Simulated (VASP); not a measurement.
Here is the system:

```
GaP
1.0
    3.19054     0.00000     0.00000
    0.00000     3.19054     0.00000
    0.00000     0.00000     3.19054
Ga P
1 1
Direct
  0.00000   0.00000   0.00000
  0.50000   0.50000   0.50000
```

Computed with r2SCAN meta-GGA, VASP's PBE PAW potentials (set 64) (plane waves; VASP 6.6.1). Numerical set-up: 400 eV cut-off, 13×13×13 Γ-centred mesh, tetrahedra with Blöchl corrections, potentials Ga_d P.

Task: Tabulate the total density of states (states/eV per cell) against energy (eV; zero at the valence-band maximum or, without a gap, the Fermi level).

Result: 
(E (eV), DOS (states/eV)): (-9.98, 0.40); (-9.74, 0.38); (-9.50, 0.26); (-9.26, 0.19); (-9.02, 0.23); (-8.90, 0.26); (-8.66, 0.28); (-8.42, 0.29); (-8.18, 0.30); (-7.94, 0.34); (-7.70, 0.39); (-7.46, 0.43); (-7.22, 0.49); (-6.98, 0.56); (-6.74, 0.71); (-6.62, 0.73); (-6.38, 0.71); (-6.14, 0.70); (-5.90, 0.64); (-5.66, 0.63); (-5.42, 0.58); (-5.18, 0.60); (-4.94, 0.52); (-4.70, 0.57); (-4.46, 0.58); (-4.34, 0.65); (-4.10, 0.74); (-3.86, 0.92); (-3.62, 0.83); (-3.38, 0.66); (-3.14, 0.65); (-2.90, 0.74); (-2.66, 0.88); (-2.42, 0.78); (-2.18, 0.81); (-2.06, 0.80); (-1.82, 0.92); (-1.58, 0.91); (-1.34, 0.86); (-1.10, 0.98); (-0.86, 0.95); (-0.62, 0.94); (-0.38, 0.97); (-0.14, 0.96); (0.10, 0.96); (0.22, 0.94); (0.46, 0.92); (0.70, 0.90); (0.94, 0.85); (1.18, 0.88); (1.42, 0.85); (1.66, 0.78); (1.90, 0.68); (2.14, 0.59); (2.38, 0.62); (2.50, 0.65); (2.74, 0.73); (2.98, 0.90); (3.22, 0.84); (3.46, 0.53)
Within 2 eV below the Fermi level the largest weight inside VASP's projection spheres is P p, then Ga s.

The structure was generated: GaP was put into the CsCl type (Pm-3m), which need not be its known phase. It was relaxed first, which changed the volume by +25 %.
